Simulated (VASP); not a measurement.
```
BN
1.0
    0.00000     1.80380     1.80380
    1.80380     0.00000     1.80380
    1.80380     1.80380     0.00000
B N
1 1
Direct
  0.00000   0.00000   0.00000
  0.75000   0.75000   0.75000
```

Method: PBEsol GGA, VASP's PBE PAW potentials (set 64) (plane waves; VASP). Settings: 520 eV cut-off, 12×12×12 Γ-centred mesh, Gaussian smearing of 0.010 eV, potentials B N.

Question: Give the electronic dielectric tensor ε∞ (DFPT, local fields included).

Answer: 
```
4.63  0.00  0.00
0.00  4.63  0.00
0.00  0.00  4.63
```

Question: Give the Born effective charges.

Answer: 
| atom | Z*xx | Z*yy | Z*zz | mean |
|---|---|---|---|---|
| B1 | 1.90 | 1.90 | 1.90 | 1.90 |
| N2 | -1.90 | -1.90 | -1.90 | -1.90 |

The structure comes from a computed database's BN entry (F-43m); how it stands against other phases isn't given here. It was relaxed first.
